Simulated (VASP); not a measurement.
These are PBEsol GGA, VASP's PBE PAW potentials (set 64) (plane waves; VASP) values and carry that method's errors.

VASP input:

POSCAR:
```
Ga4PSb3
1
   -0.0029503832     5.9438575747     5.9465145629
    5.9438575747    -0.0029503832     5.9465145629
    2.9704535957     2.9704535957     0.0000000000
Ga Sb P
4 3 1
Direct
  0.9992462699   0.9992462699   0.0015074602
  0.9771965156   0.5089895978   0.0138138865
  0.5089895978   0.9771965156   0.0138138865
  0.5137093855   0.5137093855   0.9725812291
  0.1259111035   0.1259111035   0.2481777930
  0.1255061496   0.6239818418   0.2505120085
  0.6239818418   0.1255061496   0.2505120085
  0.6254591361   0.6254591361   0.2490817277
```

File KPOINTS:
```
Automatic mesh
0
Gamma
3 3 6
0 0 0
```

**INCAR**
```
PREC = Accurate
LCHARG = .False.
IBRION = 2
NELM = 100   ! most electronic steps
SIGMA = 0.05
LASPH = .True.   ! aspherical one-centre terms
SYSTEM = Ga4PSb3
NSW = 60   ! most ionic steps
LMAXMIX = 4   ! l cut-off of mixed one-centre charges
ISIF = 3   ! ions, shape and volume
ALGO = Normal
ENCUT = 400
ISMEAR = 0   ! Gaussian
EDIFFG = -0.02   ! ionic stop
LWAVE = .False.
LREAL = .False.   ! projection in real space or not
GGA = PS
EDIFF = 1E-6   ! SCF stop (eV)
```

POTCAR, in this order: Ga_d Sb P (PBE.64 set). Program: vasp_std.

Output of the run:

### OSZICAR
```
       N       E                     dE             d eps       ncg     rms          rms(c)
DAV:   1     0.533253839568E+03    0.53325E+03   -0.28162E+04  1408   0.188E+03
DAV:   2     0.464713233525E+02   -0.48678E+03   -0.47670E+03  1494   0.475E+02
DAV:   3    -0.298421850544E+02   -0.76314E+02   -0.74145E+02  1566   0.150E+02
DAV:   4    -0.342980153743E+02   -0.44558E+01   -0.44181E+01  1722   0.379E+01
DAV:   5    -0.344276979557E+02   -0.12968E+00   -0.12949E+00  1842   0.608E+00    0.689E+00
DAV:   6    -0.339469700649E+02    0.48073E+00   -0.83488E-01  1822   0.102E+01    0.414E+00
DAV:   7    -0.338341623026E+02    0.11281E+00   -0.48503E-01  1658   0.422E+00    0.998E-01
DAV:   8    -0.338310788249E+02    0.30835E-02   -0.96236E-02  1838   0.287E+00    0.249E-01
DAV:   9    -0.338323666186E+02   -0.12878E-02   -0.12033E-02  1688   0.904E-01    0.142E-01
DAV:  10    -0.338325071317E+02   -0.14051E-03   -0.13857E-03  1775   0.279E-01    0.980E-02
DAV:  11    -0.338327225434E+02   -0.21541E-03   -0.40094E-04  1730   0.101E-01    0.175E-02
DAV:  12    -0.338327381903E+02   -0.15647E-04   -0.42491E-05  1706   0.413E-02    0.123E-02
DAV:  13    -0.338327416942E+02   -0.35039E-05   -0.10386E-05  1248   0.200E-02    0.441E-03
DAV:  14    -0.338327421878E+02   -0.49363E-06   -0.22289E-06  1348   0.108E-02
   1 F= -.33832742E+02 E0= -.33832393E+02  d E =-.338327E+02
       N       E                     dE             d eps       ncg     rms          rms(c)
DAV:   1    -0.338331191657E+02   -0.37747E-03   -0.15217E-02  1632   0.874E-01    0.109E-01
DAV:   2    -0.338329439244E+02    0.17524E-03   -0.13280E-03  1610   0.392E-01    0.524E-02
DAV:   3    -0.338328766604E+02    0.67264E-04   -0.15079E-04  2170   0.949E-02    0.139E-02
DAV:   4    -0.338328703413E+02    0.63191E-05   -0.22431E-05  1559   0.363E-02    0.373E-03
DAV:   5    -0.338328698415E+02    0.49984E-06   -0.14934E-06  1064   0.100E-02
   2 F= -.33832870E+02 E0= -.33832558E+02  d E =-.127654E-03
```

File OUTCAR:
```
------------------------ aborting loop because EDIFF is reached ----------------------------------------
  FORCE on cell =-STRESS in cart. coord.  units (eV):
  Direction    XX          YY          ZZ          XY          YZ          ZX
  --------------------------------------------------------------------------------------
  Total       -0.0511962     -0.0511962      0.0052382     -0.0412494      0.0000000      0.0000000
  in kB       -0.3901821     -0.3901821      0.0399216     -0.3143743      0.0000000      0.0000000
  external PRESSURE =      -0.2468142 kB  Pullay stress =       0.0000000 kB
  volume of cell :      210.22
      direct lattice vectors                 reciprocal lattice vectors
    -0.002395312  5.944158367  5.949773400    -0.084082315  0.084082315  0.084036814
     5.944158367 -0.002395312  5.949773400     0.084082315 -0.084082315  0.084036814
     2.970881527  2.970881527  0.000000000     0.168300215  0.168300215 -0.168073628
 POSITION                                       TOTAL-FORCE (eV/Angst)
 -----------------------------------------------------------------------------------
      5.94176      5.94176     11.88947        -0.000000     -0.000000     -0.000399
      3.06454      5.84810      8.84189         0.006188     -0.006188     -0.001306
      5.84810      3.06454      8.84189        -0.006188      0.006188     -0.001306
      5.94176      5.94176      6.11285        -0.000000     -0.000000     -0.000674
      1.48544      1.48544      1.50037         0.000000      0.000000      0.014963
      4.45287      1.48890      4.45955        -0.000977      0.000977     -0.001885
      1.48890      4.45287      4.45955         0.000977     -0.000977     -0.001885
      4.45632      4.45632      7.44238        -0.000000     -0.000000     -0.007508
 -----------------------------------------------------------------------------------
    total drift:                                0.000005      0.000005      0.002579
  FREE ENERGIE OF THE ION-ELECTRON SYSTEM (eV)
  ---------------------------------------------------
  free  energy   TOTEN  =       -33.8328698415 eV

  energy  without entropy=      -33.8322456691  energy(sigma->0) =      -33.83255776

 reached required accuracy - stopping structural energy minimisation
```
(Selected blocks of OUTCAR.)

CONTCAR:
```
Ga4PSb3
   1.00000000000000
    -0.0023953124445336    5.9441583671529168    5.9497734004334788
     5.9441583671529168   -0.0023953124445336    5.9497734004334788
     2.9708815273041571    2.9708815273041571    0.0000000000000274
  Ga              Sb              P
     4     3     1
Direct
     0.9991535230378543    0.9991535230378543    0.0016929539242914
     0.9770925259158385    0.5089966978331647    0.0139107761510021
     0.5089966978331647    0.9770925259158385    0.0139107761510021
     0.5137047015991716    0.5137047015991716    0.9725905969016587
     0.1260859330664677    0.1260859330664677    0.2478281338670716
     0.1255492786780793    0.6239838327470635    0.2504668884748625
     0.6239838327470635    0.1255492786780793    0.2504668884748625
     0.6254335069223640    0.6254335069223640    0.2491329860552703
```

The structure was generated: Ga4PSb3 was put into an ordered model structure (Amm2), which need not be its known phase. This run relaxes it. Symmetry was kept, so distortions that lower it aren't found. The start is the result of an earlier pass.
